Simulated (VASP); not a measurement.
Input:

```
ZnGeP2
1.0
   -2.75132     2.75132     5.40872
    2.75132    -2.75132     5.40872
    2.75132     2.75132    -5.40872
Zn Ge P
2 2 4
Direct
  0.00000   0.00000   0.00000
  0.75000   0.25000   0.50000
  0.50000   0.50000   0.00000
  0.25000   0.75000   0.50000
  0.87500   0.87080   0.49580
  0.12920   0.62500   0.00420
  0.37500   0.37920   0.50420
  0.62080   0.12500   0.99580
```

Computed with PBE GGA, VASP's PBE PAW potentials (set 64) (plane waves; VASP). Run with 400 eV cut-off, 5×5×5 Γ-centred mesh, Gaussian smearing of 0.050 eV, potentials Zn Ge_d P.

### Question
Estimate the energy per atom (σ→0), band gap (on the k-mesh) with the smallest direct gap where there is one.

### Answer

| Item | Value |
|---|---|
| band gap (on the k-mesh) | 1.20 eV |
| smallest direct gap (on the k-mesh) | 1.20 eV |
| energy per atom (σ→0) | -4.320 eV/atom |

Total energies compare only between runs with the same potentials, cut-off and functional.

The compound is ZnGeP2 in the chalcopyrite structure. It was relaxed first. The start is the result of an earlier pass.
